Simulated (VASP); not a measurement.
Write the native input for VASP 6.6.1 that does the following.

| Item | Value |
| --- | --- |
| Task | optical spectrum |
| Functional | PBE |
| Potentials or basis | VASP PAW PBE potentials, release 64 (Ti_sv, N) |
| Cutoff | 520 eV |
| k mesh | 8 × 8 × 8 |
| Occupations | fermi-dirac, width 0.05 eV |
| Spin | no spin polarisation |
| Further INCAR settings | ALGO = Normal; EDIFF = 1e-06; NBANDS = 40 |

The structure of TiN lies in POSCAR:

```
TiN
1.0
    0.0000000000      2.1200000000      2.1200000000
    2.1200000000      0.0000000000      2.1200000000
    2.1200000000      2.1200000000      0.0000000000
Ti N
1 1
Direct
    0.0000000000      0.0000000000      0.0000000000
    0.5000000000      0.5000000000      0.5000000000
```

The cell was built by a generator and isn't the measured one.

One way to write it, as run:

INCAR

```
SYSTEM = TiN
  PREC = Accurate
  ENCUT = 520
  EDIFF = 1E-6
  ISMEAR = -1
  SIGMA = 0.05
  LREAL = .False.
  LASPH = .True.
  NELM = 60
  ALGO = Normal
  ISIF = 2
  LWAVE = .False.
  LCHARG = .False.
  GGA = PE
  LOPTICS = .True.
  NBANDS = 40
  NEDOS = 2000
  CSHIFT = 0.05
```

KPOINTS

```
regular mesh
0
Gamma
  8 8 8
  0 0 0
```

Potentials or basis: VASP PAW PBE potentials, release 64 (Ti_sv, N).

Run with:

```sh
$ cat potpaw_PBE.64/Ti_sv/POTCAR potpaw_PBE.64/N/POTCAR > POTCAR
$ mpirun -np 1 vasp_std > vasp.out
```

Results of the run:

```json
{
  "Pressure": "2.0 GPa",
  "Band gap on the k mesh": "none (metal or under the smearing width)"
}
```

Caveat: spectra need much finer meshes, so this one isn't converged; independent-particle spectra lack excitons; the intraband (Drude) part of a metal's response may be missing.

Wall time 29 s on 1 thread of Intel(R) Xeon(R) Platinum 8175M CPU @ 2.50GHz (Skylake/Cascade Lake) (shared host), peak memory 0.16 GiB.
